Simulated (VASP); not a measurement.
## GeSe2 (relaxed from the marcasite structure, space group Pnnm): computed properties

The numbers are results of PBEsol GGA, VASP's PBE PAW potentials (set 64) (plane waves; VASP), not measurements.

| Quantity | Result |
|---|---|
| space group | Pnnm (58) |
| cell | a = 5.131 Å, b = 6.973 Å, c = 3.927 Å, α = 90.00°, β = 90.00°, γ = 90.00° |
| volume per atom | 23.42 Å³/atom |
| band gap (over mesh and band path) | none (metal, semimetal or under 0.01 eV) |
| density | 5.45 g/cm³ |

```yaml
crystal:
  lattice:
    - [5.13085, 0.00000, 0.00000]
    - [0.00000, 6.97273, 0.00000]
    - [0.00000, 0.00000, 3.92749]
  atoms:
    - { symbol: Ge, position: [0.00000, 0.00000, 0.00000] }
    - { symbol: Ge, position: [0.50000, 0.50000, 0.50000] }
    - { symbol: Se, position: [0.15994, 0.36994, 0.00000] }
    - { symbol: Se, position: [0.65994, 0.13006, 0.50000] }
    - { symbol: Se, position: [0.34006, 0.86994, 0.50000] }
    - { symbol: Se, position: [0.84006, 0.63006, 0.00000] }
```

The structure was generated: GeSe2 was put into the marcasite type (Pnnm), which need not be its known phase. It was relaxed first, which changed the volume by +26 %. Symmetry was kept, so distortions that lower it aren't found.
